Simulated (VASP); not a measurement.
These are PBE GGA, VASP's PBE PAW potentials (set 64) (plane waves; VASP) values and carry that method's errors.

Input for VASP

### KPOINTS
```
k-points along high-symmetry lines
15
Line-mode
Reciprocal
  0.000000   0.000000   0.000000 ! GAMMA
  0.500000   0.000000   0.500000 ! X

  0.500000   0.000000   0.500000 ! X
  0.625000   0.250000   0.625000 ! U

  0.375000   0.375000   0.750000 ! K
  0.000000   0.000000   0.000000 ! GAMMA

  0.000000   0.000000   0.000000 ! GAMMA
  0.500000   0.500000   0.500000 ! L

  0.500000   0.500000   0.500000 ! L
  0.500000   0.250000   0.750000 ! W

  0.500000   0.250000   0.750000 ! W
  0.500000   0.000000   0.500000 ! X
```

**INCAR**
```
SYSTEM = LiH
PREC = Accurate; ENCUT = 520; LREAL = .FALSE.
LASPH = .TRUE.; ICHARG = 11
EDIFF = 1E-7; NELM = 100; ALGO = Normal
ISMEAR = 0; SIGMA = 0.05
GGA = PE
LWAVE = .FALSE.; LCHARG = .FALSE.; LORBIT = 11
```

**POSCAR**
```
LiH
3.9983740
  0.0000000000   0.5000000587   0.5000000587
  0.5000000587   0.0000000000   0.5000000587
  0.5000000587   0.5000000587   0.0000000000
Li H
1 1
direct
  0.0000000000   0.0000000000   0.0000000000
  0.5000000000   0.5000000000   0.5000000000
```

POTCAR, in this order: Li_sv H (PBE.64 set). Program: vasp_std. Read from the step before: CHGCAR.

Output of the run:

**OSZICAR**
```
       N       E                     dE             d eps       ncg     rms          rms(c)
DAV:   1    -0.124068106487E+01   -0.12407E+01   -0.14885E+03  1128   0.622E+02
DAV:   2    -0.563508923899E+01   -0.43944E+01   -0.41877E+01  1548   0.610E+01
DAV:   3    -0.572805704985E+01   -0.92968E-01   -0.92968E-01  1272   0.851E+00
DAV:   4    -0.572960997449E+01   -0.15529E-02   -0.15529E-02  1518   0.884E-01
DAV:   5    -0.572962704499E+01   -0.17070E-04   -0.17070E-04  1260   0.497E-02
DAV:   6    -0.572962708340E+01   -0.38414E-07   -0.38414E-07  1458   0.302E-03
   1 F= -.57296271E+01 E0= -.57296271E+01  d E =-.964583E-15
```

OUTCAR:
```
 val. band max:        0.1268602259   @ k =   0.5000   0.0000   0.5000

 cond. band min:       3.1005554006   @ k =   0.5000   0.0000   0.5000



 k-point     1 :       0.0000    0.0000    0.0000
  band No.  band energies     occupation
      1     -44.1565      2.00000
      2      -5.3353      2.00000
      3      16.3200      0.00000
      4      18.0960      0.00000
      5      18.0960      0.00000
      6      18.0960      0.00000

 k-point     2 :       0.0357    0.0000    0.0357
  band No.  band energies     occupation
      1     -44.1557      2.00000
      2      -5.3050      2.00000
      3      16.0919      0.00000
      4      17.8020      0.00000
      5      17.8020      0.00000
      6      18.2851      0.00000

 k-point     3 :       0.0714    0.0000    0.0714
  band No.  band energies     occupation
      1     -44.1534      2.00000
      2      -5.2137      2.00000
      3      15.5664      0.00000
      4      17.1097      0.00000
      5      17.1097      0.00000
      6      18.6519      0.00000

 k-point     4 :       0.1071    0.0000    0.1071
  band No.  band energies     occupation
      1     -44.1497      2.00000
      2      -5.0606      2.00000
      3      14.8806      0.00000
      4      16.2761      0.00000
      5      16.2761      0.00000
      6      18.9204      0.00000

 k-point     5 :       0.1429    0.0000    0.1429
  band No.  band energies     occupation
      1     -44.1448      2.00000
      2      -4.8446      2.00000
      3      14.0476      0.00000
      4      15.4288      0.00000
      5      15.4288      0.00000
      6      18.9101      0.00000

 k-point     6 :       0.1786    0.0000    0.1786
  band No.  band energies     occupation
      1     -44.1388      2.00000
      2      -4.5633      2.00000
      3      13.0458      0.00000
      4      14.6212      0.00000
      5      14.6212      0.00000
      6      18.0177      0.00000

...
```

The density is held fixed in this step, so its total energy and stress have no physical meaning.

The compound is LiH in the rock salt structure. It was relaxed first, which changed the volume by -6 %.
